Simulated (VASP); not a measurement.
An input for Quantum ESPRESSO's pw.x (written as the equivalent of a VASP run, and not itself run):

```
&CONTROL
  calculation = 'vc-relax'
  pseudo_dir = './pseudo'
  outdir = './out'
  tprnfor = .true.
  tstress = .true.
  nstep = 30
  forc_conv_thr = 0.00039
/
&SYSTEM
  ibrav = 0
  nat = 2
  ntyp = 1
  ecutwfc = 100
  occupations = 'smearing'
  smearing = 'methfessel-paxton'
  degauss = 0.00735
  input_dft = 'vdw-df2-b86r'
/
&ELECTRONS
  conv_thr = 7.3e-09
  electron_maxstep = 100
/
&IONS
/
&CELL
  cell_dofree = 'shape'
/
ATOMIC_SPECIES
  Lu 174.967 Lu.upf
CELL_PARAMETERS angstrom
     1.7532883   -3.0367845    0.0000000
     1.7532883    3.0367845    0.0000000
     0.0000000    0.0000000    5.4584867
ATOMIC_POSITIONS crystal
  Lu   0.3333330  0.6666670  0.2500000
  Lu   0.6666670  0.3333330  0.7500000
K_POINTS automatic
  12 12 7 0 0 0
```

Question: Write the VASP files for the same calculation (rev-vdW-DF2).

Answer: This is not unique; one that fits is 
**KPOINTS**
```
Automatic mesh
0
Gamma
12 12 7
0 0 0
```

INCAR:
```
! general
SYSTEM  =Lu
PREC    =Accurate
ENCUT   =520
LREAL   =.False.
LASPH   =.True.

! electronic loop
EDIFF   =1E-7
NELM    =100
ALGO    =Normal
LMAXMIX =6

! smearing
ISMEAR  =1
SIGMA   =0.1

! functional
GGA     =MK
LUSE_VDW=.True.
AGGAC   =0.0
PARAM1  =0.1234568
PARAM2  =0.7114
ZAB_VDW =-1.8867

! ions
IBRION  =2
NSW     =30
ISIF    =4
EDIFFG  =-0.01

! output
LWAVE   =.False.
LCHARG  =.False.
```

POSCAR:
```
Lu
1
    1.7532883054    -3.0367845108     0.0000000000
    1.7532883054     3.0367845108     0.0000000000
    0.0000000000     0.0000000000     5.4584867269
Lu
2
Direct
  0.3333330000   0.6666670000   0.2500000000
  0.6666670000   0.3333330000   0.7500000000
```

POTCAR, in this order: Lu_3 (PBE.64 set). Program: vasp_std.

The two are equivalent in intent, not identical: the potentials are each code's own (VASP's PAW set, PseudoDojo norm-conserving files in pw.x), so ENCUT and ecutwfc are chosen apart and not converted; conv_thr bounds pw.x's estimated SCF error, while EDIFF bounds the energy change between steps; forc_conv_thr acts on force components and is met together with etot_conv_thr.

The compound is Lu in the hcp structure. This cell is one point of a volume scan, at 1.03 of the reference volume. Symmetry was kept, so distortions that lower it aren't found.
